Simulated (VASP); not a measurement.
Set up this calculation in VASP 6.6.1, as the native input.

```yaml
Task: single point
Functional: PBE
Potentials_or_basis: VASP PAW PBE potentials, release 64 (Na_pv, La, Mn_pv, Mo_sv, O)
Cutoff: 520 eV
k_mesh: 7 × 7 × 7
Occupations: fermi-dirac, width 0.05 eV
Spin: collinear spin, ferromagnetic start
Starting_moments: "[0.0, 0.0, 4.0, 1.0, 0.0, 0.0, 0.0, 0.0, 0.0, 0.0] μB"
Further_INCAR_settings: ALGO = Normal; EDIFF = 1e-07; NBANDS = 56
```

The structure of NaLaMnMoO6 lies in POSCAR:

```
NaLaMnMoO6
1.0
   -2.7229400000      2.7229400000      3.8988900000
    2.7229400000     -2.7229400000      3.8988900000
    2.7229400000      2.7229400000     -3.8988900000
Na La Mn Mo O
1 1 1 1 6
Direct
    0.2514820000      0.7477290000      0.5077860000
    0.7496230000      0.2456700000      0.4901830000
    0.4987090000      0.4921990000     -0.0044380000
    0.0031130000      0.0064660000      0.0021900000
    0.2051580000      0.2961260000      0.5040870000
    0.2979430000      0.7916240000      0.0842750000
    0.7910780000      0.7014650000      0.4904090000
    0.7006100000      0.1968710000      0.9070670000
    0.2554510000      0.2560110000      0.0035440000
    0.7511240000      0.7558260000      0.0108010000
```

The cell was built by a generator and needn't be a form met in nature.

The cell isn't the ideal one: atoms moved at random, drawn with an rms of 0.05 Å.

These files were run (other wordings do the same):

INCAR

```
PREC = Accurate
ENCUT = 520
EDIFF = 1E-7
ISMEAR = -1
SIGMA = 0.05
LREAL = F
LASPH = T
NELM = 100
ALGO = Normal
ISIF = 2
LWAVE = F
LCHARG = T
ISPIN = 2
MAGMOM = 0 0 4 1 0 0 0 0 0 0
LORBIT = 11
LMAXMIX = 6
GGA = PE
LVHAR = T
NBANDS = 56
KPAR = 4
```

KPOINTS

```
regular mesh
0
Gamma
  7 7 7
```

Potentials or basis: VASP PAW PBE potentials, release 64 (Na_pv, La, Mn_pv, Mo_sv, O).

Command:

```sh
$ cat potpaw_PBE.64/Na_pv/POTCAR potpaw_PBE.64/La/POTCAR potpaw_PBE.64/Mn_pv/POTCAR potpaw_PBE.64/Mo_sv/POTCAR potpaw_PBE.64/O/POTCAR > POTCAR
$ mpirun -np 4 vasp_std > vasp.out
```

Results of the run:

```
Pressure                                              : 0.5 GPa
Largest force                                         : 1.072 eV/Å
Band gap on the k mesh                                : none (metal or under the smearing width)
Net moment                                            : -1.93 μB per cell
Site moments                                          : Na -0.00; La +0.02; Mn -2.47; Mo +0.60; O -0.01 μB
Valence electrons inside the program's atomic spheres : Na 6.02; La 8.47; Mn 11.68; Mo 12.35; O 5.04, 5.03, 5.02
```

Caveat: a cell with one magnetic atom can't hold antiferromagnetic order, which such compounds often take; semilocal functionals often make such compounds metallic where correlation or magnetic order opens a gap, which also shifts bond lengths.

It took 25 min on 4 MPI ranks on Intel(R) Xeon(R) Platinum 8488C (Sapphire Rapids), on a shared host, peak memory 1.6 GiB a rank.
